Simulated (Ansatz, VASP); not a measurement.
Two plane-wave programs on Zr2Zn2N3

Contents of run.py:

```python
from ase.calculators.vasp import Vasp
from ase.dft.bandgap import bandgap
from ase.io import read

atoms = read('POSCAR')
calc = Vasp(
    directory='calc',
    xc='pbe',
    pp='PBE',
    setups='materialsproject',
    prec='Accurate',
    encut=520,
    ediff=1e-06,
    ismear=0,
    sigma=0.1,
    lreal=False,
    lasph=True,
    nelm=80,
    algo='Normal',
    isif=2,
    lwave=False,
    lcharg=False,
    kpts=[10, 10, 3],
    gamma=True,
    nbands=40,
)
atoms.calc = calc

print('energy (eV):', atoms.get_potential_energy())
print('free energy (eV):', atoms.get_potential_energy(force_consistent=True))
print('forces (eV/A):')
print(atoms.get_forces())
print('stress (eV/A^3, Voigt):', atoms.get_stress())
print('Fermi level (eV):', calc.get_fermi_level())
gap, top, bottom = bandgap(calc)
print('band gap (eV):', gap, 'from (spin, k, band)', top, 'to', bottom)
```

File POSCAR:

```
Zr2Zn2N3
1.0
    3.2204070070      0.0000000000      0.0000000000
   -1.6102035035      2.7889542786      0.0000000000
    0.0000000000      0.0000000000     10.2785760000
Zr Zn N
2 2 3
Direct
    0.3333333333      0.6666666667      0.1350020000
    0.6666666667      0.3333333333      0.8649980000
    0.6666666667      0.3333333333      0.5921750000
    0.3333333333      0.6666666667      0.4078250000
    0.0000000000      0.0000000000      0.0000000000
    0.6666666667      0.3333333333      0.2518160000
    0.3333333333      0.6666666667      0.7481840000
```

Contents of input.yaml:

```yaml
crystal:
  lattice:
    - [3.220407007, 0.0, 0.0]
    - [-1.6102035035, 2.7889542786, 0.0]
    - [0.0, 0.0, 10.278576]
  atoms:
    - { symbol: Zr, position: [0.3333333333, 0.6666666667, 0.135002] }
    - { symbol: Zr, position: [0.6666666667, 0.3333333333, 0.864998] }
    - { symbol: Zn, position: [0.6666666667, 0.3333333333, 0.592175] }
    - { symbol: Zn, position: [0.3333333333, 0.6666666667, 0.407825] }
    - { symbol: "N", position: [0.0, 0.0, 0.0] }
    - { symbol: "N", position: [0.6666666667, 0.3333333333, 0.251816] }
    - { symbol: "N", position: [0.3333333333, 0.6666666667, 0.748184] }
hamiltonian:
  xc: pbe
  pseudopotentials: { kind: paw }
kpoints:
  mp_grid: { grid: [10, 10, 3] }
scf:
  occupations: { method: gaussian, width: 0.1 }
output:
  forces: true
  stress: true
  eigenvalues: true
```

The cell comes from a database or a generator and needn't be the stable form of this composition.

Alike in both runs: task single point; functional PBE; k mesh 10 × 10 × 3; occupations gaussian, width 0.1 eV; no spin polarisation.

|  | VASP | Ansatz |
| --- | --- | --- |
| version | VASP 6.6.1 | Ansatz 0.2.0 |
| potentials or method | VASP PAW PBE potentials, release 64 (Zr_sv, Zn, N) | Ansatz PAW |
| plane-wave cutoff (eV) | 520 | 420 |
| valence electrons in the cell | 63 | 63 |

|  | VASP | Ansatz | Ansatz less VASP |
| --- | --- | --- | --- |
| gap on the k mesh at the Fermi level (eV) | none | none | - |
| pressure (GPa) | -2.3 | -2.5 | -0.23 |
| largest component of the traceless stress (GPa) | 0.10 | 0.04 | -0.057 |
| rms of the force components (eV/Å) | 0.065 | 0.068 | +0.0034 |

Atom by atom the forces differ by 0.004 eV/Å (rms over components). A gap of «none» marks a metal or a gap that the smearing closes.

Caveats: the pressure holds a Pulay correction of +0.3 GPa for the finite cutoff (Ansatz).
